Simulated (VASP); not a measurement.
Input for VASP

KPOINTS:
```
Automatic mesh
0
Gamma
9 9 9
0 0 0
```

File POSCAR:
```
Ca
1
    0.0000000000     2.7900000000     2.7900000000
    2.7900000000     0.0000000000     2.7900000000
    2.7900000000     2.7900000000     0.0000000000
Ca
1
Direct
  0.0000000000   0.0000000000   0.0000000000
```

### INCAR
```
SYSTEM = Ca
PREC = Accurate
ENCUT = 400
EDIFF = 1E-6
NELM = 100
ALGO = Normal
LREAL = .FALSE.
LASPH = .TRUE.
ISMEAR = 1
SIGMA = 0.1
GGA = PE
LWAVE = .FALSE.
LCHARG = .FALSE.
ISIF = 2
ISPIN = 2
MAGMOM = 1.0 1.0 1.0
```

POTCAR, in this order: Ca_sv (PBE.64 set). Program: vasp_std.

### Question
One choice in this input is risky. Which, and does it do harm here?

### Answer
The risk: MAGMOM holds more values than there are atoms. Here it does no harm: the run (PBE GGA, plane waves, VASP's PBE PAW potentials (set 64)) converges to the same energy and pressure as with the safe setting.
**OSZICAR**
```
       N       E                     dE             d eps       ncg     rms          rms(c)
DAV:   1     0.568318270501E+02    0.56832E+02   -0.42503E+03  1400   0.704E+02
DAV:   2    -0.577429496408E+00   -0.57409E+02   -0.57055E+02  1528   0.202E+02
DAV:   3    -0.169243949813E+01   -0.11150E+01   -0.11093E+01  1986   0.287E+01
DAV:   4    -0.174894399498E+01   -0.56504E-01   -0.56443E-01  1878   0.512E+00
DAV:   5    -0.175068618263E+01   -0.17422E-02   -0.17418E-02  2032   0.638E-01    0.493E+00
DAV:   6    -0.190843162863E+01   -0.15775E+00   -0.11894E-01  1720   0.324E+00    0.190E+00
DAV:   7    -0.192511544789E+01   -0.16684E-01   -0.36247E-02  1472   0.187E+00    0.934E-01
DAV:   8    -0.192432991713E+01    0.78553E-03   -0.12292E-02  1648   0.117E+00    0.219E-01
DAV:   9    -0.192554488519E+01   -0.12150E-02   -0.15383E-03  1588   0.300E-01    0.662E-02
DAV:  10    -0.192565142070E+01   -0.10654E-03   -0.60912E-04  1570   0.148E-01    0.298E-02
DAV:  11    -0.192570440455E+01   -0.52984E-04   -0.19511E-04  1622   0.863E-02    0.130E-02
DAV:  12    -0.192573284681E+01   -0.28442E-04   -0.93297E-05  1676   0.443E-02    0.708E-03
DAV:  13    -0.192574149644E+01   -0.86496E-05   -0.13390E-05  1714   0.212E-02    0.559E-03
DAV:  14    -0.192574752882E+01   -0.60324E-05   -0.91009E-06  1522   0.910E-03    0.509E-03
DAV:  15    -0.192578050190E+01   -0.32973E-04   -0.58208E-04  1486   0.609E-02    0.328E-03
DAV:  16    -0.192578169582E+01   -0.11939E-05   -0.80277E-06  1868   0.102E-02    0.307E-03
DAV:  17    -0.192578256649E+01   -0.87067E-06   -0.10077E-06  1130   0.391E-03
   1 F= -.19257826E+01 E0= -.19254672E+01  d E =-.946090E-03  mag=     0.0154
```

The compound is Ca in the fcc structure. The cell was not relaxed at this level.
